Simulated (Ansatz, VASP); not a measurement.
# Cross-check of TiB2 between VASP and Ansatz, part 2 of 2

Wanted: the spread between two codes on one cell, functional and k mesh. The cell is taken from a series of runs on this material, whose earlier steps may have relaxed, scaled, displaced or heated it; both programs get it as it stands.

VASP 6.6.1 and Ansatz 0.2.0.

So far: Set-up; VASP: zone-centre phonons, PBEsol.

### 3. Ansatz: zone-centre phonons, PBEsol

Level of this step: Ansatz beside VASP: Kohn-Sham DFT, plane waves, PBEsol (Ansatz).

Ansatz runs on its PAW soft_1 files.

The same cell, functional, mesh and smearing now go to Ansatz, which takes its cutoff from its data sets.

Input file input.yaml:

```yaml
crystal:
  lattice:
    - [3.0292, 0.0, 0.0]
    - [-1.5146, 2.6233641531, 0.0]
    - [0.0, 0.0, 3.2284]
  atoms:
    - { symbol: Ti, position: [0.0, 0.0, 0.0] }
    - { symbol: B, position: [0.3333333333, 0.6666666667, 0.5] }
    - { symbol: B, position: [0.6666666667, 0.3333333333, 0.5] }
kpoints:
  mp_grid: { grid: [21, 21, 16] }
hamiltonian:
  xc: pbesol
  pseudopotentials: { kind: paw, azcp: { folder: soft_1 }, xc_functional: pbe }
scf:
  occupations: { method: methfessel_paxton, width: 0.2 }
output:
  eigenvalues: true
phonons:
  method: dfpt
```

On the command line:

```sh
$ ansatz run input.yaml --threads 4 --pin off --max-ram 8192MiB --backend cpu --events-out ev --progress --plain --runs-dir out
```

Numbers of over 12 decimals in the logs are rounded to 6 here.

Output:

```text
zone centre: on kpoints.mp_grid the ground state, and the responses unless they are solved on pairs of k-points, stand on 1089 of the mesh's 7056 k-points, reduced under 4 symmetry operations, with k and −k counted as one. Each operation leaves every solved displacement unchanged or reverses it
Engine: ansatz 0.2.0, x86_64-unknown-linux-gnu
Pseudopotentials: kind: paw
Pseudopotential: Ti, paw, valence charge 12, recommended cutoff 420 eV (normal), soft_1/Ti.paw.azcp
Pseudopotential: B, paw, valence charge 3, recommended cutoff 420 eV (normal), soft_1/B.paw.azcp
Functional definition: PBEsol
  exchange = pbesol_x
  correlation = pbesol_c
Crystal: 3 atoms, lattice volume = 25.655 Å³
Basis set: ecut = 420 eV, 503 PW (Γ), exchange–correlation on 48×48×48 points (8 copies of the dense FFT grid, shifted against one another)
Bands: 13, of which v1, the nominal top of the filled ones, is band 9 counted from 1 (8 counted from 0)
Symmetry: 24 space group operations
k-points: 1089 of 7056 (irreducible under 4 space group operations, time reversal used)
Non-local potential: Ti, projectors of the file, l = 0: 3, l = 1: 2, l = 2: 3, l = 3: 1
Non-local potential: B, projectors of the file, l = 0: 2, l = 1: 2, l = 2: 1
PAW form: soft (Blöchl's): semilocal exchange-correlation on the pseudo side does not see the compensation charge
PAW frozen core: Ti, regenerated for the run's functional, and the local potential with it (the file was generated under x = pbe(κ = 0.804, μ = 0.219515), c = pbe(β = 0.066725))
PAW frozen core: B, regenerated for the run's functional, and the local potential with it (the file was generated under x = pbe(κ = 0.804, μ = 0.219515), c = pbe(β = 0.066725))
PAW one-centre angular grid: Ti, 590 points (default); XC on 64 Gauss nodes
PAW one-centre angular grid: B, 110 points (default); XC on 64 Gauss nodes
Initial density: superposition of atomic densities (chi_scale 0.1, normalization cell, long waves kept (reshape's long-wave potential 0.00 eV rms))
Initial wavefunctions: pseudopotential atomic-orbital guess
Functional: x = pbesol(κ = 0.804, μ = 0.123457), c = pbesol(β = 0.046)
SCF iter   1: F=—  HF=-2783.763847 eV  |F-HF|=—  |Δ(HF+E_count)|=         —  Δρ=1.06e-1  dr2=4.55e0  ethr=3.10e-3  ⟨swp⟩=4.3  Hψ=67022  notcnv=0
preconditioner: auto → none  [metal: Δε(μ)=0.010 eV  Ē_g=9.431 eV  σ=0.200 eV  W_gap=0.04  n_scr=8 (ndim 8)  ℏωp=23.2 eV  f_vac=0.000  D(μ)=0.41/eV (n_scr^D=0)  sad-step TF]
SCF iter   2: F=—  HF=-2783.154686 eV  |F-HF|=—  |Δ(HF+E_count)|=   6.09e-1  S|Δr|=    0.00e0  Δρ=7.03e-2  dr2=2.17e0  ethr=3.10e-3  ⟨swp⟩=2.0  Hψ=27035  notcnv=0
SCF iter   3: F=—  HF=-2782.621569 eV  |F-HF|=—  |Δ(HF+E_count)|=   5.33e-1  S|Δr|=    0.00e0  Δρ=8.81e-3  dr2=2.52e-2  ethr=3.10e-3  ⟨swp⟩=3.1  Hψ=27443  notcnv=0
SCF iter   4: F=—  HF=-2782.618756 eV  |F-HF|=—  |Δ(HF+E_count)|=   2.81e-3  S|Δr|=    0.00e0  Δρ=1.04e-3  dr2=2.28e-4  ethr=1.40e-4  ⟨swp⟩=1.8  Hψ=24694  notcnv=0
SCF iter   5: F=—  HF=-2782.618807 eV  |F-HF|=—  |Δ(HF+E_count)|=   5.09e-5  S|Δr|=    0.00e0  Δρ=3.08e-4  dr2=3.86e-5  ethr=1.27e-6  ⟨swp⟩=2.0  Hψ=19673  notcnv=0
SCF iter   6: F=—  HF=-2782.618801 eV  |F-HF|=—  |Δ(HF+E_count)|=   5.89e-6  S|Δr|=    0.00e0  Δρ=8.46e-5  dr2=2.32e-6  ethr=2.15e-7  ⟨swp⟩=2.3  Hψ=20339  notcnv=0
SCF iter   7: F=—  HF=-2782.618802 eV  |F-HF|=—  |Δ(HF+E_count)|=   2.09e-7  S|Δr|=    0.00e0  Δρ=5.53e-6  dr2=7.27e-9  ethr=1.29e-8  ⟨swp⟩=2.6  Hψ=20810  notcnv=0
SCF iter   8: F=—  HF=-2782.618802 eV  |F-HF|=—  |Δ(HF+E_count)|=   3.63e-9  S|Δr|=    0.00e0  Δρ=7.48e-7  dr2=1.22e-10  ethr=4.04e-11  ⟨swp⟩=2.1  Hψ=20510  notcnv=0
SCF iter   9: F=—  HF=-2782.618802 eV  |F-HF|=—  |Δ(HF+E_count)|=  5.05e-11  S|Δr|=    0.00e0  Δρ=1.79e-7  dr2=1.02e-11  ethr=1.00e-12  ⟨swp⟩=5.2  Hψ=53552  notcnv=0
SCF iter  10: F=-2782.618802 eV  HF=-2782.618802 eV  |F-HF|=0.00e0  |Δ(HF+E_count)|=  2.73e-12  S|Δr|=    0.00e0  Δρ=5.84e-9  dr2=1.12e-14  ethr=1.00e-12  ⟨swp⟩=4.5  Hψ=48951  notcnv=0
the search or the solves at the SCF's close seem to have found levels that the self-consistency loop had missed (the run counts 2). By its estimate they hold under 1e-12 electrons; where the run keeps them, the occupations were computed again with them
SCF 1 converged in 10 iterations: F = -2782.618802 eV  dr2 = 1.12e-14
  greatest PAW one-centre occupation: 0.998 electrons in one spin orbital (limit 2), on the Ti atom at site 0 (counted from 0), in its partial waves of l = 0
DFPT response loops at Γ: preconditioner auto → Kerker (q_TF=auto, 2.572 Å⁻¹) (partly filled bands, converged f_vac=0.000); β = 1.00, the filter's whole step (`scf.mixing.beta` (0.50) is not read by the response loops under this deck's `scf.mixing.preconditioner`; to damp them name `kerker` or `kerker_dos`, under which they read `scf.mixing.beta`, and type it under 1.00, their step now; both keys bind the ground state too); Broyden in place of MSR1
SCF converged after 10 iterations
Stability not checked: this state was not tested for a lower state beside it, because cold or Methfessel-Paxton smearing, or corrected tetrahedra, fill the levels in a way that the test cannot read (fill_not_monotonic; see scf.lower_state_search)
Free energy (F): -2782.618802 eV
Harris-Foulkes:  -2782.618802 eV  (|F-HF|=0.00e0)
Internal energy: -2782.619399 eV  (E = F + TS)
E sigma→0 (E₀):  -2782.618951 eV
Entropy (-TS):   0.000597 eV (0.199 meV/atom)
Fermi energy:    15.048299 eV
--- Per-component energies (eV) ---
  E_band       = -95.106998
  E_kinetic    = 382.989146
  E_local      = -841.249208  (includes V_loc(G=0)·N_el)
  E_nonlocal   = 77.019392
  E_hartree    = 344.947376
  E_xc         = -183.295268
  E_vxc        = -225.766188  (∫ρ·V_xc dr)
  E_paw        = -1167.016646  (= ΣΔE_a)
  E_vpaw       = -177.994813  (= ΣTr[D̂ρ^β])
  E_aug_tail   = -0.000077  (compensation charges beyond the density's cutoff)
  E_ewald      = -1396.182920
  E_core_change = 0.168806  (= ΣΔE_core)
  E_smearing   = 0.000597  (= −TS)
  E_closure    = 0.000000  (closes the sum)
  Σ components = -2782.618802   (vs F -2782.618802, Δ=0.00e0)
--- Band table (eV; the first three rows and the last of 1089) ---
  k-point 0: bands = [... 5 lower, 12.4076, 12.4076, 12.6992, 12.8565, 16.9109, 16.9109, 18.6910, 18.6910]
  k-point 1: bands = [... 5 lower, 11.9807, 12.4490, 12.4490, 13.5198, 16.7710, 16.7710, 18.5991, 18.5991]
  k-point 2: bands = [... 5 lower, 11.1507, 12.5727, 12.5727, 14.1962, 16.4296, 16.4296, 18.3347, 18.3347]
  k-point 1088: bands = [... 5 lower, 8.1768, 9.8340, 10.7052, 12.3701, 17.3809, 18.0256, 18.6850, 19.5382]
--- Phonons (Γ-DFPT): 4 representative perturbations + reference, on 1089 of 7056 k-points (Σ response iterations 12) ---
  k mesh reduced under 4 symmetry operations, with k and −k counted as one. Each operation leaves every solved displacement unchanged or reverses it
  ASR residual: 2.967e-6 → 0.000e0 eV/Å²; symmetrization residual: 8.702e-7 eV/Å²
  ASR residual per site (eV/Å²): 2.97e-6 5.54e-7 5.54e-7
  Γ frequencies (cm⁻¹): 0.00 0.00 0.00 505.73 509.03 509.03 547.47 886.47 886.47
  non-analytic LO–TO correction: not included (Born effective charges unavailable; polar crystals: no LO–TO splitting at Γ)
```

### 4. Side by side

Known differences besides the potentials themselves: the cutoff is 420 eV in Ansatz and 500 eV in VASP; Ansatz makes its cores anew for this functional, VASP keeps those of its PBE data sets. Total energies have different zeros and are not compared.

Both answers:

| quantity | Ansatz | VASP | difference |
| --- | --- | --- | --- |
| optical mode 1 (cm⁻¹) | 505.7 | 507.1 | -0.28 % |
| optical mode 2 to 3 (cm⁻¹) | 509.0 | 509.2 | -0.03 % |
| optical mode 4 (cm⁻¹) | 547.5 | 547.4 | +0.00 % |
| optical mode 5 to 6 (cm⁻¹) | 886.5 | 890.1 | -0.41 % |

Modes are paired by rising frequency, not by their patterns, so a pair may set unlike modes beside each other; they are those without the splitting of longitudinal modes.

### 5. Results

| Item | Value |
| --- | --- |
| r.m.s. difference of the optical zone-centre modes, each program's sorted by frequency (zone-centre phonons, PBEsol) | 2.2 cm⁻¹ |

**Reading.** The r.m.s. difference of the optical zone-centre modes, each program's sorted by frequency is 2.2 cm⁻¹ (zone-centre phonons, PBEsol). Such differences can come from data sets, numerical settings and the points named under the comparisons, not from the functional's error against experiment.

[Lines on the potential files, build, host, timing and source positions are cut from VASP's logs without a mark.]

[Logs are printed without paths, hosts, clocks, repeated set-up lines and the standing remarks that a program may print on its own settings, such as how far it seeks lower states.]

[Hosts, paths, dates, database ids (printed as entryN), source tags and the programs' standing remarks are cut or masked in the printed files.]
